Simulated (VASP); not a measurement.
Calculation: PBE GGA, VASP's PBE PAW potentials (set 64) (plane waves; VASP).

VASP input:

### KPOINTS
```
Automatic mesh
0
Gamma
1 1 1
0 0 0
```

### POSCAR
```
VC31Si31
1.0
  8.7583314357   0.0000000000   0.0000000000
  0.0000000000   8.7583314357   0.0000000000
  0.0000000000   0.0000000000   8.7583314357
Si C V
31 31 1
Cartesian
  4.3791657179   0.0000000000   0.0000000000
  6.5687485768   2.1895828589   0.0000000000
  6.5687485768   0.0000000000   2.1895828589
  0.0000000000   0.0000000000   0.0000000000
  2.1895828589   2.1895828589   0.0000000000
  4.3791657179   4.3791657179   0.0000000000
  6.5687485768   6.5687485768   0.0000000000
  2.1895828589   0.0000000000   2.1895828589
  4.3774666016   2.2353538990   2.2299237335
  6.5693266266   4.4113788609   2.2224966685
  4.3791657179   0.0000000000   4.3791657179
  6.5421144909   2.2012314397   4.4245251164
  6.5687485768   0.0000000000   6.5687485768
  0.0000000000   4.3791657179   0.0000000000
  2.1895828589   6.5687485768   0.0000000000
  0.0000000000   2.1895828589   2.1895828589
  2.1895828589   4.3791657179   2.1895828589
  4.3791657179   6.5687485768   2.1895828589
  0.0000000000   0.0000000000   4.3791657179
  2.1895828589   2.1895828589   4.3791657179
  6.5687485768   6.5687485768   4.3791657179
  2.1895828589   0.0000000000   6.5687485768
  4.3791657179   2.1895828589   6.5687485768
  6.5687485768   4.3791657179   6.5687485768
  0.0000000000   6.5687485768   2.1895828589
  0.0000000000   4.3791657179   4.3791657179
  2.1895828589   6.5687485768   4.3791657179
  0.0000000000   2.1895828589   6.5687485768
  2.1895828589   4.3791657179   6.5687485768
  4.3791657179   6.5687485768   6.5687485768
  0.0000000000   6.5687485768   6.5687485768
  5.4521051104   1.0667735272   1.1134992254
  7.6546940915   3.2343992492   1.1333631211
  7.7115969708   1.1294481470   3.2406877312
  1.0947914295   1.0947914295   1.0947914295
  3.2689596251   3.3215183720   1.0876183560
  5.4836351035   5.4367692720   1.0523573137
  7.6635400062   7.6635400062   1.0947914295
  3.2583182524   1.0953957543   3.2740044240
  7.6366081371   5.4316806815   3.2809322641
  5.5159358299   1.0575334875   5.5157781799
  7.6389466116   3.2793820395   5.5214185454
  7.6635400062   1.0947914295   7.6635400062
  1.0947914295   5.4739571473   1.0947914295
  3.2843742884   7.6635400062   1.0947914295
  1.0947914295   3.2843742884   3.2843742884
  3.2388397233   5.4657943824   3.3223679302
  5.4739571473   7.6635400062   3.2843742884
  1.0947914295   1.0947914295   5.4739571473
  3.2947704278   3.2427459391   5.5196143291
  5.4879617193   5.4656192158   5.4867355529
  7.6635400062   7.6635400062   5.4739571473
  3.2843742884   1.0947914295   7.6635400062
  5.4739571473   3.2843742884   7.6635400062
  7.6635400062   5.4739571473   7.6635400062
  1.0947914295   7.6635400062   3.2843742884
  1.0947914295   5.4739571473   5.4739571473
  3.2843742884   7.6635400062   5.4739571473
  1.0947914295   3.2843742884   7.6635400062
  3.2843742884   5.4739571473   7.6635400062
  5.4739571473   7.6635400062   7.6635400062
  1.0947914295   7.6635400062   7.6635400062
  4.4188497176   4.3850250416   4.3572698893
```

### INCAR
```
# general
SYSTEM  = VC31Si31
PREC    = Normal
ENCUT   = 400
LREAL   = Auto
LASPH   = .TRUE.
ISYM    = 0

# electronic loop
EDIFF   = 1E-5
NELM    = 100
NELMIN  = 4
ALGO    = Fast
LMAXMIX = 4

# smearing
ISMEAR  = 0
SIGMA   = 0.05

# functional
GGA     = PE

# spin
ISPIN   = 2
MAGMOM  = 63*0.0159
NUPDOWN = 1

# ions
IBRION  = 2
NSW     = 70
ISIF    = 2
EDIFFG  = -0.03

# output
LWAVE   = .TRUE.
LCHARG  = .FALSE.
LORBIT  = 10
```

POTCAR, in this order: Si C V_sv (PBE.64 set). Program: vasp_gam.

Output of the run:

### OSZICAR
```
...
       N       E                     dE             d eps       ncg     rms          rms(c)
DAV:   1    -0.468502500543E+03    0.85301E-02   -0.15343E+01   760   0.135E+01    0.136E+00
RMM:   2    -0.468597825013E+03   -0.95324E-01   -0.97622E-01   657   0.227E+00    0.206E+00
RMM:   3    -0.468587634332E+03    0.10191E-01   -0.12458E-01   685   0.820E-01    0.710E-01
RMM:   4    -0.468586849841E+03    0.78449E-03   -0.21834E-02   666   0.353E-01    0.655E-01
RMM:   5    -0.468585330834E+03    0.15190E-02   -0.12686E-02   659   0.258E-01    0.185E-01
RMM:   6    -0.468586162472E+03   -0.83164E-03   -0.27464E-03   714   0.125E-01    0.960E-02
RMM:   7    -0.468586166586E+03   -0.41139E-05   -0.53870E-04   737   0.506E-02    0.467E-02
RMM:   8    -0.468586166363E+03    0.22350E-06   -0.27619E-04   657   0.331E-02    0.361E-02
RMM:   9    -0.468586160794E+03    0.55685E-05   -0.39686E-05   488   0.175E-02
   4 F= -.46858616E+03 E0= -.46858616E+03  d E =-.751261E-01  mag=     1.0000
       N       E                     dE             d eps       ncg     rms          rms(c)
DAV:   1    -0.468586481575E+03   -0.31521E-03   -0.27666E-01   776   0.181E+00    0.187E-01
RMM:   2    -0.468587963564E+03   -0.14820E-02   -0.16665E-02   656   0.295E-01    0.212E-01
RMM:   3    -0.468588011567E+03   -0.48003E-04   -0.19893E-03   684   0.106E-01    0.985E-02
RMM:   4    -0.468587961418E+03    0.50149E-04   -0.48301E-04   662   0.535E-02    0.806E-02
RMM:   5    -0.468587942517E+03    0.18902E-04   -0.24675E-04   656   0.356E-02    0.242E-02
RMM:   6    -0.468587956356E+03   -0.13840E-04   -0.53175E-05   509   0.171E-02    0.142E-02
RMM:   7    -0.468587956331E+03    0.25815E-07   -0.73817E-06   397   0.688E-03
   5 F= -.46858796E+03 E0= -.46858796E+03  d E =-.769216E-01  mag=     1.0000
       N       E                     dE             d eps       ncg     rms          rms(c)
DAV:   1    -0.468583976073E+03    0.39803E-02   -0.37592E+00   752   0.681E+00    0.684E-01
RMM:   2    -0.468607956661E+03   -0.23981E-01   -0.27558E-01   657   0.113E+00    0.359E-01
RMM:   3    -0.468611444808E+03   -0.34881E-02   -0.29446E-02   659   0.370E-01    0.223E-01
RMM:   4    -0.468611591386E+03   -0.14658E-03   -0.40842E-03   751   0.145E-01    0.126E-01
RMM:   5    -0.468611796139E+03   -0.20475E-03   -0.86440E-04   688   0.745E-02    0.142E-01
RMM:   6    -0.468611696000E+03    0.10014E-03   -0.35282E-04   685   0.483E-02    0.463E-02
RMM:   7    -0.468611707617E+03   -0.11617E-04   -0.82678E-05   572   0.217E-02    0.197E-02
RMM:   8    -0.468611708360E+03   -0.74249E-06   -0.21344E-05   414   0.105E-02
   6 F= -.46861171E+03 E0= -.46861171E+03  d E =-.237520E-01  mag=     1.0000
       N       E                     dE             d eps       ncg     rms          rms(c)
DAV:   1    -0.468611708240E+03   -0.62271E-06   -0.52167E-04   752   0.801E-02    0.835E-03
RMM:   2    -0.468611711193E+03   -0.29533E-05   -0.37462E-05   411   0.135E-02    0.692E-03
RMM:   3    -0.468611711633E+03   -0.44000E-06   -0.41466E-06   384   0.477E-03    0.624E-03
RMM:   4    -0.468611711345E+03    0.28794E-06   -0.11269E-06   245   0.275E-03
   7 F= -.46861171E+03 E0= -.46861171E+03  d E =-.237550E-01  mag=     1.0000
       N       E                     dE             d eps       ncg     rms          rms(c)
DAV:   1    -0.468612469185E+03   -0.75755E-03   -0.18191E+00   728   0.468E+00    0.429E-01
RMM:   2    -0.468621691300E+03   -0.92221E-02   -0.10232E-01   657   0.708E-01    0.364E-01
RMM:   3    -0.468622832639E+03   -0.11413E-02   -0.12297E-02   668   0.247E-01    0.283E-01
RMM:   4    -0.468622322419E+03    0.51022E-03   -0.21882E-03   688   0.119E-01    0.103E-01
RMM:   5    -0.468622296197E+03    0.26222E-04   -0.70468E-04   668   0.579E-02    0.559E-02
RMM:   6    -0.468622335285E+03   -0.39087E-04   -0.21896E-04   718   0.329E-02    0.206E-02
RMM:   7    -0.468622339456E+03   -0.41711E-05   -0.35064E-05   468   0.141E-02
   8 F= -.46862234E+03 E0= -.46862234E+03  d E =-.106281E-01  mag=     1.0000
       N       E                     dE             d eps       ncg     rms          rms(c)
DAV:   1    -0.468621515749E+03    0.81954E-03   -0.36251E-01   768   0.209E+00    0.192E-01
RMM:   2    -0.468623349457E+03   -0.18337E-02   -0.20382E-02   656   0.316E-01    0.163E-01
RMM:   3    -0.468623577687E+03   -0.22823E-03   -0.24685E-03   670   0.111E-01    0.126E-01
RMM:   4    -0.468623476396E+03    0.10129E-03   -0.42999E-04   681   0.529E-02    0.468E-02
RMM:   5    -0.468623472422E+03    0.39740E-05   -0.14813E-04   661   0.261E-02    0.250E-02
RMM:   6    -0.468623480473E+03   -0.80507E-05   -0.40975E-05   489   0.145E-02
   9 F= -.46862348E+03 E0= -.46862348E+03  d E =-.117691E-01  mag=     1.0000
       N       E                     dE             d eps       ncg     rms          rms(c)
DAV:   1    -0.468624418391E+03   -0.94597E-03   -0.87743E-01   696   0.311E+00    0.283E-01
RMM:   2    -0.468627667657E+03   -0.32493E-02   -0.36748E-02   656   0.462E-01    0.360E-01
RMM:   3    -0.468627454478E+03    0.21318E-03   -0.51827E-03   676   0.173E-01    0.141E-01
RMM:   4    -0.468627308245E+03    0.14623E-03   -0.10495E-03   680   0.790E-02    0.801E-02
RMM:   5    -0.468627277966E+03    0.30279E-04   -0.42250E-04   662   0.465E-02    0.323E-02
RMM:   6    -0.468627306655E+03   -0.28689E-04   -0.11507E-04   659   0.245E-02    0.159E-02
RMM:   7    -0.468627307065E+03   -0.41015E-06   -0.16396E-05   410   0.972E-03
  10 F= -.46862731E+03 E0= -.46862731E+03  d E =-.382659E-02  mag=     1.0000
       N       E                     dE             d eps       ncg     rms          rms(c)
DAV:   1    -0.468627312026E+03   -0.53704E-05   -0.42538E-03   768   0.216E-01    0.203E-02
RMM:   2    -0.468627328276E+03   -0.16251E-04   -0.18588E-04   634   0.336E-02    0.251E-02
RMM:   3    -0.468627327701E+03    0.57493E-06   -0.25862E-05   409   0.127E-02    0.104E-02
RMM:   4    -0.468627327034E+03    0.66682E-06   -0.69751E-06   389   0.665E-03
  11 F= -.46862733E+03 E0= -.46862733E+03  d E =-.384656E-02  mag=     1.0000
       N       E                     dE             d eps       ncg     rms          rms(c)
DAV:   1    -0.468627034871E+03    0.29283E-03   -0.34706E-01   728   0.205E+00    0.178E-01
RMM:   2    -0.468628518254E+03   -0.14834E-02   -0.17586E-02   656   0.298E-01    0.123E-01
RMM:   3    -0.468628792972E+03   -0.27472E-03   -0.22095E-03   667   0.104E-01    0.128E-01
RMM:   4    -0.468628685707E+03    0.10727E-03   -0.44064E-04   683   0.516E-02    0.459E-02
RMM:   5    -0.468628686670E+03   -0.96353E-06   -0.14517E-04   653   0.258E-02    0.243E-02
RMM:   6    -0.468628693510E+03   -0.68400E-05   -0.38140E-05   479   0.140E-02
  12 F= -.46862869E+03 E0= -.46862869E+03  d E =-.136648E-02  mag=     1.0000
       N       E                     dE             d eps       ncg     rms          rms(c)
DAV:   1    -0.468628691326E+03   -0.46555E-05   -0.23456E-03   784   0.169E-01    0.159E-02
RMM:   2    -0.468628702971E+03   -0.11645E-04   -0.12742E-04   511   0.252E-02    0.138E-02
RMM:   3    -0.468628704588E+03   -0.16175E-05   -0.16530E-05   403   0.928E-03    0.114E-02
RMM:   4    -0.468628704007E+03    0.58109E-06   -0.36622E-06   360   0.491E-03
  13 F= -.46862870E+03 E0= -.46862870E+03  d E =-.137697E-02  mag=     1.0000
       N       E                     dE             d eps       ncg     rms          rms(c)
DAV:   1    -0.468628045842E+03    0.65875E-03   -0.18020E-01   724   0.149E+00    0.138E-01
RMM:   2    -0.468629055588E+03   -0.10097E-02   -0.11428E-02   657   0.223E-01    0.672E-02
RMM:   3    -0.468629215174E+03   -0.15959E-03   -0.11936E-03   664   0.712E-02    0.516E-02
RMM:   4    -0.468629224844E+03   -0.96699E-05   -0.18457E-04   673   0.299E-02    0.518E-02
RMM:   5    -0.468629209346E+03    0.15497E-04   -0.49797E-05   485   0.166E-02    0.192E-02
RMM:   6    -0.468629211708E+03   -0.23613E-05   -0.18407E-05   412   0.980E-03
  14 F= -.46862921E+03 E0= -.46862921E+03  d E =-.507700E-03  mag=     1.0000
```

File OUTCAR:
```
------------------------ aborting loop because EDIFF is reached ----------------------------------------
  FORCE on cell =-STRESS in cart. coord.  units (eV):
  Direction    XX          YY          ZZ          XY          YZ          ZX
  --------------------------------------------------------------------------------------
  Total       -4.3951329     -4.4297823     -4.4709235      0.8230309     -0.9315437      0.9310364
  in kB      -10.4813800    -10.5640107    -10.6621231      1.9627392     -2.2215173      2.2203074
  external PRESSURE =     -10.5691713 kB  Pullay stress =       0.0000000 kB
  volume of cell :      671.84
      direct lattice vectors                 reciprocal lattice vectors
     8.758331436  0.000000000  0.000000000     0.114176999  0.000000000  0.000000000
     0.000000000  8.758331436  0.000000000     0.000000000  0.114176999  0.000000000
     0.000000000  0.000000000  8.758331436     0.000000000  0.000000000  0.114176999
  FREE ENERGIE OF THE ION-ELECTRON SYSTEM (eV)
  ---------------------------------------------------
  free  energy   TOTEN  =      -468.6292117076 eV

  energy  without entropy=     -468.6292100930  energy(sigma->0) =     -468.62921090

 total charge

# of ion       s       p       d       tot
------------------------------------------
    1        0.699   0.960   0.000   1.660
    2        0.698   0.963   0.000   1.661
    3        0.698   0.963   0.000   1.661
    4        0.697   0.966   0.000   1.663
    5        0.700   0.958   0.000   1.658
    6        0.697   0.966   0.000   1.663
    7        0.700   0.957   0.000   1.658
    8        0.700   0.957   0.000   1.658
    9        0.722   0.908   0.000   1.630
   10        0.722   0.909   0.000   1.630
   11        0.697   0.965   0.000   1.663
   12        0.722   0.910   0.000   1.632
   13        0.700   0.957   0.000   1.658
   14        0.699   0.961   0.000   1.660
   15        0.697   0.961   0.000   1.658
   16        0.698   0.963   0.000   1.661
   17        0.698   0.964   0.000   1.662
   18        0.698   0.964   0.000   1.662
   19        0.699   0.961   0.000   1.661
   20        0.698   0.965   0.000   1.662
   21        0.698   0.964   0.000   1.662
   22        0.697   0.961   0.000   1.659
   23        0.698   0.964   0.000   1.662
   24        0.697   0.964   0.000   1.662
   25        0.700   0.957   0.000   1.658
   26        0.697   0.966   0.000   1.663
   27        0.696   0.959   0.000   1.655
   28        0.700   0.957   0.000   1.657
   29        0.696   0.958   0.000   1.654
   30        0.696   0.958   0.000   1.654
   31        0.697   0.961   0.000   1.658
   32        0.834   1.703   0.000   2.538
   33        0.835   1.704   0.000   2.538
   34        0.835   1.704   0.000   2.539
   35        0.831   1.721   0.000   2.552
   36        0.838   1.699   0.000   2.538
   37        0.838   1.699   0.000   2.538
   38        0.831   1.721   0.000   2.552
   39        0.838   1.699   0.000   2.537
   40        0.838   1.699   0.000   2.537
   41        0.838   1.699   0.000   2.538
   42        0.838   1.700   0.000   2.538
   43        0.831   1.721   0.000   2.552
   44        0.834   1.717   0.000   2.551
   45        0.834   1.717   0.000   2.551
   46        0.835   1.707   0.000   2.542
   47        0.852   1.685   0.000   2.537
   48        0.835   1.707   0.000   2.542
   49        0.834   1.717   0.000   2.551
   50        0.852   1.684   0.000   2.536
   51        0.852   1.683   0.000   2.535
   52        0.834   1.717   0.000   2.551
   53        0.834   1.717   0.000   2.551
   54        0.835   1.707   0.000   2.542
   55        0.834   1.717   0.000   2.551
   56        0.843   1.684   0.000   2.527
   57        0.833   1.720   0.000   2.553
   58        0.833   1.720   0.000   2.553
   59        0.843   1.684   0.000   2.526
   60        0.833   1.720   0.000   2.553
   61        0.843   1.684   0.000   2.527
   62        0.836   1.707   0.000   2.543
   63        2.304   6.190   3.108  11.602
--------------------------------------------------
tot         49.971  88.705   3.108 141.785

 magnetization (x)

# of ion       s       p       d       tot
------------------------------------------
    1       -0.000  -0.001   0.000  -0.001
    2       -0.000  -0.002   0.000  -0.002
    3       -0.000  -0.002   0.000  -0.002
    4       -0.000  -0.003   0.000  -0.003
    5        0.001   0.000   0.000   0.001
    6       -0.000  -0.003   0.000  -0.003
    7        0.001   0.000   0.000   0.001
    8        0.001   0.000   0.000   0.001
    9        0.003   0.023   0.000   0.026
   10        0.003   0.023   0.000   0.026
   11       -0.000  -0.003   0.000  -0.003
   12        0.003   0.023   0.000   0.026
   13        0.001  -0.000   0.000   0.001
   14       -0.000  -0.001   0.000  -0.001
   15        0.000  -0.002   0.000  -0.002
   16       -0.000  -0.002   0.000  -0.002
   17        0.002  -0.001   0.000   0.001
   18        0.002  -0.001   0.000   0.001
...
```
(Selected blocks of OUTCAR.)

**CONTCAR**
```
VC31Si31
   1.00000000000000
     8.7583314357000006    0.0000000000000000    0.0000000000000000
     0.0000000000000000    8.7583314357000006    0.0000000000000000
     0.0000000000000000    0.0000000000000000    8.7583314357000006
  Si              C               V
    31    31     1
Direct
     0.4983542370854373    0.0009283460082430    0.0014179764343140
     0.7497732172111117    0.2501097354758566    0.0007615191480541
     0.7497473255380865    0.0002805545295411    0.2506387780824981
     0.9995067916694688    0.0002299721939588    0.0008257037128415
     0.2490925268267793    0.2481594479212875    0.0002765476709633
     0.4994681343694550    0.5002744258949853    0.9990780055377815
     0.7516019195350949    0.7506560996088028    0.0001667255076055
     0.2491365139315542    0.9996091144552823    0.2487214777850883
     0.4943441330508294    0.2474846002119651    0.2479329704199127
     0.7525040784129911    0.5055912307833746    0.2476848567525539
     0.4994528964666352    0.9985846768674996    0.5009413854456616
     0.7532491519629350    0.2465014181081527    0.5067156910879234
     0.7516421863035149    0.9994825637483199    0.7513611514611381
     0.9989398272801160    0.5015520403397690    0.0014109131613184
     0.2504029454659645    0.7495039347662594    0.0003731355699500
     0.9995324770343849    0.2500276102029185    0.2505714707170776
     0.2495233028695424    0.5007778746446557    0.2494552460010608
     0.4990335770572448    0.7502173882077084    0.2494834241334334
     0.9991037574122404    0.0006418359530134    0.5021341298367453
     0.2496326646459766    0.2488274228354837    0.5013179510939532
     0.7508809634999777    0.7500337109398654    0.5013515720027875
     0.2502920760994961    0.9998412159299974    0.7500843502422703
     0.4989331948971876    0.2489995338715477    0.7507120850641528
     0.7508030105771811    0.5008416939511127    0.7506283275699679
     0.0002021528907123    0.7507205094291177    0.2487084961618189
     0.0011909626756081    0.5002671930746968    0.5008124122373517
     0.2516054148945044    0.7481316134374750    0.5018224335959344
     0.0002666113483264    0.2481637019353490    0.7513350815633680
     0.2516908453143062    0.5011700864668257    0.7485554173697021
     0.4986438563718000    0.7480399442556391    0.7486023051852148
     0.9998951926201683    0.7494081376975475    0.7500449381103474
     0.6249096077649798    0.1269487508190531    0.1274765329545177
     0.8729841861284339    0.3748328377178148    0.1273679349872962
     0.8732238390202026    0.1266020367886610    0.3754525677107333
     0.1238939856819502    0.1249511110830491    0.1255959731943253
     0.3745770888454639    0.3759985776694117    0.1245922508888635
     0.6237673002465243    0.6252133536535333    0.1245398806873610
     0.8747444020307191    0.8759010718828026    0.1255895003193515
     0.3746569376023861    0.1240472577874708    0.3764049552922218
     0.8758179303905504    0.6251366232493833    0.3763919864926193
     0.6238664009521498    0.1238962422888379    0.6259319855071720
     0.8758163972789327    0.3759134786227954    0.6258268903468792
     0.8747921374063831    0.1249728717456875    0.8764810467107313
     0.1240166161093156    0.6253515960761736    0.1246943053522517
     0.3745973705604960    0.8758705509744965    0.1247750279296818
     0.1253101823957126    0.3745414042137307    0.3752127781326207
     0.3718399407567298    0.6278441537749542    0.3704955624602050
     0.6251409000970414    0.8744534852925612    0.3752551436350560
     0.1240291523300886    0.1240954597646808    0.6258837848559408
     0.3721025266428495    0.3698968001130873    0.6280904280908111
     0.6297912133681126    0.6276513461273886    0.6280975404614755
     0.8756121174841958    0.8757487547392674    0.6258360974013133
     0.3744993827153191    0.1242512838768075    0.8763921237966376
     0.6251371534497033    0.3745883542422492    0.8750220214433853
     0.8755737944788500    0.6252635474482537    0.8763819763223227
     0.1240997217076191    0.8757057886469450    0.3765436539342498
     0.1248822966675119    0.6248498128159390    0.6254284381752085
     0.3748945396819742    0.8748198733782319    0.6255407454211186
     0.1241453727777012    0.3759427913954425    0.8763511959232829
     0.3748908811814968    0.6248700893196714    0.8752422957973239
     0.6238045815817284    0.8756634357831259    0.8762966819024095
     0.1246481757858634    0.8750979146818708    0.8757025842834960
     0.5106989215603793    0.4887527102803698    0.4887376309263408
```

At this cut-off the stress carries a Pulay error, which pulls relaxed volumes low. The supercell is sampled at Γ alone, which is coarse: total energies, pressure and levels can be off, energies of defects by several tenths of an eV.

The cell is a supercell with a defect, built from SiC (zinc blende): V_Si-vac_C.
